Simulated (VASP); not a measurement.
```xyz
4
Lattice="1.5708 -2.7207 0.0000 1.5708 2.7207 0.0000 0.0000 0.0000 5.1510" Properties=species:S:1:pos:R:3 pbc="T T T"
Si     1.5708    -0.9069     2.5755
Si     1.5708     0.9069     0.0000
C      1.5708    -0.9069     4.5071
C      1.5708     0.9069     1.9316
```

Computed with PBE GGA, VASP's PBE PAW potentials (set 64) (plane waves; VASP). Numerical set-up: 520 eV cut-off, 7×7×4 Γ-centred mesh, tetrahedra, potentials Si C.

Task: Give the stress tensor in GPa (positive for a compressed cell).

Result: 
```
-9.45   0.00   0.00
 0.00  -9.45   0.00
 0.00   0.00  -8.55
```
The pressure is its mean diagonal, -9.15 GPa.

The compound is SiC in the wurtzite structure, the rare 2H polytype. The cell was not relaxed at this level. The run is one of a series of settings (ISMEAR = -4, SIGMA removed against the base run), some of them coarse on purpose.
